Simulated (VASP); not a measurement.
All values below come from LDA (Ceperley-Alder, Perdew-Zunger), VASP's LDA PAW potentials (set 64) (plane waves; VASP).

VASP ran on this input.

**KPOINTS**
```
Automatic mesh
0
Gamma
16 16 16
0 0 0
```

File POSCAR:
```
W
1
   -1.5711479149     1.5711479149     1.5711479149
    1.5711479149    -1.5711479149     1.5711479149
    1.5711479149     1.5711479149    -1.5711479149
W
1
Direct
  1.0000000000   1.0000000000   1.0000000000
```

### INCAR
```
# general
SYSTEM =W
PREC   =Accurate
ENCUT  =500
LREAL  =.False.
LASPH  =.True.

# electronic loop
EDIFF  =1E-6
NELM   =100
ALGO   =Normal
LMAXMIX=6

# smearing
ISMEAR =1
SIGMA  =0.1

# ions
IBRION =2
NSW    =40
ISIF   =3
EDIFFG =-0.02

# output
LWAVE  =.False.
LCHARG =.False.
```

POTCAR, in this order: W_sv (LDA.64 set). Program: vasp_std.

The run wrote:

**OSZICAR**
```
       N       E                     dE             d eps       ncg     rms          rms(c)
DAV:   1     0.743442607389E+02    0.74344E+02   -0.77151E+03  3214   0.140E+03
DAV:   2    -0.132446316664E+02   -0.87589E+02   -0.84597E+02  3433   0.331E+02
DAV:   3    -0.147696916521E+02   -0.15251E+01   -0.15120E+01  3628   0.433E+01
DAV:   4    -0.147780892961E+02   -0.83976E-02   -0.83871E-02  3457   0.338E+00
DAV:   5    -0.147781522461E+02   -0.62950E-04   -0.62949E-04  3567   0.305E-01    0.220E+01
DAV:   6    -0.142505005555E+02    0.52765E+00   -0.58238E-01  3388   0.985E+00    0.877E+00
DAV:   7    -0.141150802296E+02    0.13542E+00   -0.28045E-01  3532   0.633E+00    0.501E-01
DAV:   8    -0.141092599600E+02    0.58203E-02   -0.42091E-03  3292   0.101E+00    0.790E-02
DAV:   9    -0.141092613221E+02   -0.13621E-05   -0.54474E-05  3662   0.940E-02    0.549E-02
DAV:  10    -0.141092637786E+02   -0.24564E-05   -0.76431E-06  3436   0.400E-02    0.894E-03
DAV:  11    -0.141092637439E+02    0.34689E-07   -0.15620E-07  1802   0.481E-03
   1 F= -.14109264E+02 E0= -.14109022E+02  d E =-.141093E+02
       N       E                     dE             d eps       ncg     rms          rms(c)
DAV:   1    -0.141167952309E+02   -0.75315E-02   -0.19070E-01  3304   0.695E+00    0.122E+00
DAV:   2    -0.141098856937E+02    0.69095E-02   -0.10168E-02  3277   0.140E+00    0.271E-01
DAV:   3    -0.141086744312E+02    0.12113E-02   -0.32373E-03  3349   0.771E-01    0.216E-01
DAV:   4    -0.141086778724E+02   -0.34411E-05   -0.85294E-05  3279   0.125E-01    0.224E-02
DAV:   5    -0.141086765974E+02    0.12750E-05   -0.55082E-06  3433   0.306E-02    0.146E-03
DAV:   6    -0.141086765988E+02   -0.13783E-08   -0.54775E-08  1690   0.335E-03
   2 F= -.14108677E+02 E0= -.14108450E+02  d E =0.587145E-03
       N       E                     dE             d eps       ncg     rms          rms(c)
DAV:   1    -0.141143814202E+02   -0.57048E-02   -0.12006E-01  3304   0.554E+00    0.951E-01
DAV:   2    -0.141100621590E+02    0.43193E-02   -0.64349E-03  3268   0.111E+00    0.216E-01
DAV:   3    -0.141093046758E+02    0.75748E-03   -0.20553E-03  3349   0.611E-01    0.168E-01
DAV:   4    -0.141093079913E+02   -0.33155E-05   -0.51397E-05  3253   0.965E-02    0.240E-02
DAV:   5    -0.141093069017E+02    0.10895E-05   -0.40869E-06  3406   0.263E-02    0.104E-03
DAV:   6    -0.141093068845E+02    0.17268E-07   -0.35105E-08  1648   0.273E-03
   3 F= -.14109307E+02 E0= -.14109068E+02  d E =-.431406E-04
```

File OUTCAR:
```
------------------------ aborting loop because EDIFF is reached ----------------------------------------
  FORCE on cell =-STRESS in cart. coord.  units (eV):
  Direction    XX          YY          ZZ          XY          YZ          ZX
  --------------------------------------------------------------------------------------
  Total        0.0011461      0.0011461      0.0011461      0.0000000     -0.0000000      0.0000000
  in kB        0.1185610      0.1185610      0.1185610      0.0000000     -0.0000000      0.0000000
  external PRESSURE =       0.1185610 kB  Pullay stress =       0.0000000 kB
  volume of cell :       15.49
      direct lattice vectors                 reciprocal lattice vectors
    -1.570293878  1.570293878  1.570293878     0.000000000  0.318411736  0.318411736
     1.570293878 -1.570293878  1.570293878     0.318411736  0.000000000  0.318411736
     1.570293878  1.570293878 -1.570293878     0.318411736  0.318411736  0.000000000
 POSITION                                       TOTAL-FORCE (eV/Angst)
 -----------------------------------------------------------------------------------
     -0.00000      0.00000      0.00000         0.000000      0.000000      0.000000
 -----------------------------------------------------------------------------------
    total drift:                                0.000000     -0.000000      0.000000
  FREE ENERGIE OF THE ION-ELECTRON SYSTEM (eV)
  ---------------------------------------------------
  free  energy   TOTEN  =       -14.1093068845 eV

  energy  without entropy=      -14.1085905249  energy(sigma->0) =      -14.10906810

 reached required accuracy - stopping structural energy minimisation
```
(Selected blocks of OUTCAR.)

**CONTCAR**
```
W
   1.00000000000000
    -1.5702938780148241    1.5702938780148241    1.5702938780148241
     1.5702938780148241   -1.5702938780148241    1.5702938780148241
     1.5702938780148241    1.5702938780148241   -1.5702938780148241
  W
     1
Direct
     0.0000000000000000    0.0000000000000000    0.0000000000000000
```

### OUTCAR
```
 val. band max:       11.6822151059   @ k =  -0.2500   0.2500   0.1250

 cond. band min:      11.6892503609   @ k =  -0.3125   0.3125   0.1875


 Fermi energy:        11.6891955612

 k-point     1 :       0.0000    0.0000    0.0000
  band No.  band energies     occupation
      1     -62.0580      2.00000
      2     -25.8292      2.00000
      3     -25.8292      2.00000
      4     -25.8292      2.00000
      5       1.9884      2.00000
      6      10.3597      2.00000
      7      10.3597      2.00000
      8      10.3597      2.00000
      9      13.9027      0.00000
     10      13.9027      0.00000
     11      26.2861      0.00000

 k-point     2 :       0.0625    0.0000    0.0000
  band No.  band energies     occupation
      1     -62.0522      2.00000
      2     -25.8878      2.00000
      3     -25.8473      2.00000
      4     -25.8295      2.00000
      5       2.1842      2.00000
      6      10.2409      2.00000
      7      10.3336      2.00000
      8      10.5486      2.00000
      9      13.7128      0.00000
     10      13.9038      0.00000
     11      26.4541      0.00000

 k-point     3 :       0.1250    0.0000    0.0000
  band No.  band energies     occupation
      1     -62.0357      2.00000
      2     -26.0523      2.00000
      3     -25.8986      2.00000
      4     -25.8305      2.00000
      5       2.7417      2.00000
      6       9.9199      2.00000
      7      10.2133      2.00000
      8      11.1075      2.00000
      9      13.3462     -0.00000
     10      13.9190      0.00000
     11      26.8548      0.00000

 k-point     4 :       0.1875    0.0000    0.0000
  band No.  band energies     occupation
      1     -62.0110      2.00000
      2     -26.2923      2.00000
      3     -25.9746      2.00000
      4     -25.8319      2.00000
      5       3.5623      2.00000
      6       9.4797      2.00000
      7       9.9610      2.00000
      8      12.0122     -0.00005
      9      13.1603     -0.00000
...
```

Unless said otherwise, spin-orbit coupling is left out, though it shifts the bands of the heavy elements here.

The compound is W in the bcc structure. This run relaxes it. Symmetry was kept, so distortions that lower it aren't found.
